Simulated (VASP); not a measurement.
The system is LuPd.

```
Lu Pd
1.0
     3.44603    0.00000    0.00000
     0.00000    3.44603    0.00000
     0.00000    0.00000    3.44603
Lu Pd
1 1
Direct
  0.00000 0.00000 0.00000
  0.50000 0.50000 0.50000
```

- Program: VASP 6.6.1
- Task: relaxation of cell and atoms
- Functional: PBEsol
- Potentials or basis: VASP PAW PBE potentials, release 64 (Lu, Pd)
- Cutoff: 600 eV
- k mesh: 12 × 12 × 12
- Occupations: gaussian, width 0.1 eV
- Spin: no spin polarisation

At the start: pressure -4.8 GPa; volume 20.46 Å³/atom.

Problem. How do energy, volume and symmetry change on relaxing?

Solution. Over 15 steps the energy falls by 14.5 meV/atom and the volume is 19.52 Å³/atom (-4.6 %); space group Pm-3m (No. 221, to 0.05 Å).

The path:
```tsv
step	energy change (eV)	largest force (eV/Å)	pressure (GPa)	volume (Å³)
1	0.0000	0.0000	-4.79	40.92
2	-0.0023	0.0000	5.06	37.41
3	-0.0290	0.0000	0.05	39.10
4	-0.0289	0.0000	-0.15	39.13
5	-0.0289	0.0000	-0.12	39.13
6	-0.0289	0.0000	-0.24	39.12
7	-0.0289	0.0000	-0.24	39.12
8	-0.0289	0.0000	-0.19	39.12
9	-0.0289	0.0000	-0.16	39.12
10	-0.0289	0.0000	-0.14	39.12
11	-0.0289	0.0000	-0.13	39.12
12	-0.0289	0.0000	-0.23	39.11
13	-0.0290	0.0000	-0.20	39.10
14	-0.0290	0.0000	-0.18	39.08
15	-0.0290	0.0000	0.00	39.05
```

Final structure:
```
CELL_PARAMETERS angstrom
3.39263 0.00000 0.00000
0.00000 3.39263 0.00000
0.00000 0.00000 3.39263
ATOMIC_POSITIONS crystal
Lu 0.00000 0.00000 0.00000
Pd 0.50000 0.50000 0.50000
```

Caveat: the PAW data sets were made with another functional, which shifts forces and pressure a little.
